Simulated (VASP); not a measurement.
Output of a VASP run:

File OSZICAR:
```
       N       E                     dE             d eps       ncg     rms          rms(c)
DAV:   1     0.111191180257E+02    0.11119E+02   -0.43172E+03   752   0.913E+02
DAV:   2    -0.134564724809E+02   -0.24576E+02   -0.23616E+02  1136   0.115E+02
DAV:   3    -0.137146841788E+02   -0.25821E+00   -0.25821E+00   912   0.157E+01
DAV:   4    -0.137152135341E+02   -0.52936E-03   -0.52936E-03  1224   0.712E-01
DAV:   5    -0.137152136339E+02   -0.99824E-07   -0.99824E-07   872   0.974E-03    0.780E+00
DAV:   6    -0.130029983692E+02    0.71222E+00   -0.18295E+00   864   0.764E+00    0.423E+00
DAV:   7    -0.128941342539E+02    0.10886E+00   -0.32216E-01  1144   0.347E+00    0.137E+00
DAV:   8    -0.128854996611E+02    0.86346E-02   -0.29917E-02   792   0.122E+00    0.237E-01
DAV:   9    -0.128858009461E+02   -0.30128E-03   -0.47260E-04  1112   0.208E-01    0.141E-01
DAV:  10    -0.128859883880E+02   -0.18744E-03   -0.26979E-04   872   0.132E-01    0.263E-02
DAV:  11    -0.128859987884E+02   -0.10400E-04   -0.12696E-05  1072   0.315E-02    0.347E-02
DAV:  12    -0.128859995183E+02   -0.72987E-06   -0.30281E-06   856   0.117E-02    0.812E-03
DAV:  13    -0.128859994545E+02    0.63770E-07   -0.70281E-08   600   0.224E-03
   1 F= -.13632293E+02 E0= -.13632293E+02  d E =-.392801E-13
```

OUTCAR:
```
------------------------ aborting loop because EDIFF is reached ----------------------------------------
  Edisp (eV):   -0.74629
  FORCE on cell =-STRESS in cart. coord.  units (eV):
  Direction    XX          YY          ZZ          XY          YZ          ZX
  --------------------------------------------------------------------------------------
  Total       0.76131     0.76131     0.76131     0.00000    -0.00000     0.00000
  in kB      55.13158    55.13158    55.13158     0.00000    -0.00000     0.00000
  external pressure =       55.13 kB  Pullay stress =        0.00 kB
  volume of cell :       22.12
      direct lattice vectors                 reciprocal lattice vectors
     0.000000000  2.228165072  2.228165072    -0.224399891  0.224399891  0.224399891
     2.228165072  0.000000000  2.228165072     0.224399891 -0.224399891  0.224399891
     2.228165072  2.228165072  0.000000000     0.224399891  0.224399891 -0.224399891
  FREE ENERGIE OF THE ION-ELECTRON SYSTEM (eV)
  ---------------------------------------------------
  free  energy   TOTEN  =       -13.6322929744 eV

  energy  without entropy=      -13.6322929744  energy(sigma->0) =      -13.63229297
```
(Selected blocks of OUTCAR.)

File POSCAR:
```
BP
1
    0.0000000000     2.2281650723     2.2281650723
    2.2281650723     0.0000000000     2.2281650723
    2.2281650723     2.2281650723     0.0000000000
B P
1 1
Direct
  0.0000000000   0.0000000000   0.0000000000
  0.2500000000   0.2500000000   0.2500000000
```

**Question.** Reconstruct the remaining input files.

**Answer.** One answer among several that fit: the input of the run itself, PBE GGA with D4 dispersion, plane waves, VASP's PBE PAW potentials (set 64).

### KPOINTS
```
Automatic mesh
0
Gamma
10 10 10
0 0 0
```

**INCAR**
```
ALGO = Normal
EDIFF = 1E-7
ENCUT = 520
GGA = PE
ISIF = 2
ISMEAR = 0
IVDW = 13
LASPH = .TRUE.
LCHARG = .FALSE.
LREAL = .FALSE.
LWAVE = .FALSE.
NELM = 100
PREC = Accurate
SIGMA = 0.05
SYSTEM = BP
```

POTCAR, in this order: B P (PBE.64 set). Program: vasp_std.

The compound is BP in the zinc blende structure. This cell is one point of a volume scan, at 0.97 of the reference volume.
